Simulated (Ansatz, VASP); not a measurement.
ZrGaC5 in VASP and in Ansatz

The input INCAR:

```
PREC = Accurate ; ENCUT = 600
EDIFF = 1E-6 ; ISMEAR = 0
SIGMA = 0.1 ; LREAL = False
LASPH = True ; NELM = 60
ALGO = Fast ; ISIF = 3
LWAVE = False ; LCHARG = False
GGA = PE ; IBRION = 2
NSW = 100 ; EDIFFG = -0.01
```

The input KPOINTS:

```
Automatic mesh
0
Gamma
  12 12 6
```

POSCAR

```
ZrGaC5
1.0
    3.1695845316      0.0000000000      0.0000000000
    0.0000000000      3.1695845316      0.0000000000
    0.0000000000      0.0000000000      7.0023999196
Zr Ga C
1 1 5
Direct
    0.0000000000      0.0000000000      0.0000000000
    0.0000000000      0.0000000000      0.5000000000
    0.5000000000      0.5000000000      0.0000000000
    0.5000000000      0.0000000000      0.2743370785
    0.0000000000      0.5000000000      0.2743370785
    0.5000000000      0.0000000000      0.7256629215
    0.0000000000      0.5000000000      0.7256629215
```

Input for Ansatz:

```yaml
crystal:
  lattice:
    - [3.1695845316, 0.0, 0.0]
    - [0.0, 3.1695845316, 0.0]
    - [0.0, 0.0, 7.0023999196]
  atoms:
    - { symbol: Zr, position: [0.0, 0.0, 0.0] }
    - { symbol: Ga, position: [0.0, 0.0, 0.5] }
    - { symbol: C, position: [0.5, 0.5, 0.0] }
    - { symbol: C, position: [0.5, 0.0, 0.2743370785] }
    - { symbol: C, position: [0.0, 0.5, 0.2743370785] }
    - { symbol: C, position: [0.5, 0.0, 0.7256629215] }
    - { symbol: C, position: [0.0, 0.5, 0.7256629215] }
basis:
  ecutwfc: 420
kpoints:
  mp_grid: { grid: [12, 12, 6] }
hamiltonian:
  xc: pbe
scf:
  occupations: { method: gaussian, width: 0.1 }
output:
  forces: true
  stress: true
  eigenvalues: true
  write_density: true
  write_potential: true
  elf: true
  volumetric_format: npy
relax:
  adjacent_minimum: "off"
  f_tol: 0.01
  max_steps: 80
  cell: { stress_tol: 0.05 }
```

Change from the starting cell: species swapped into the YbIn5Rh type (P4/mmm, No. 123).

Alike in both runs: task relaxation of cell and atoms; functional PBE; k mesh 12 × 12 × 6; occupations gaussian, width 0.1 eV; no spin polarisation.

```csv
,VASP,Ansatz
version,VASP 6.6.1,Ansatz 0.2.0
potentials or method,"VASP PAW PBE potentials, release 64 (Zr_sv, Ga_d, C)","scalar-relativistic, plane waves, PAW"
plane-wave cutoff (eV),600,420
valence electrons in the cell,45,45
```

```csv
,VASP,Ansatz,Ansatz less VASP
"gap on the k mesh at the Fermi level, each at its own relaxed structure (eV)",none,none,-
relaxed volume (Å³/atom),10.05,10.04,-0.011
relaxed cell length with the largest relative difference (Å),7.147,7.144,-0.0029
energy change over the relaxation (meV/atom),-5,-5,0.0
```

A gap of «none» marks a metal or a gap that the smearing closes.
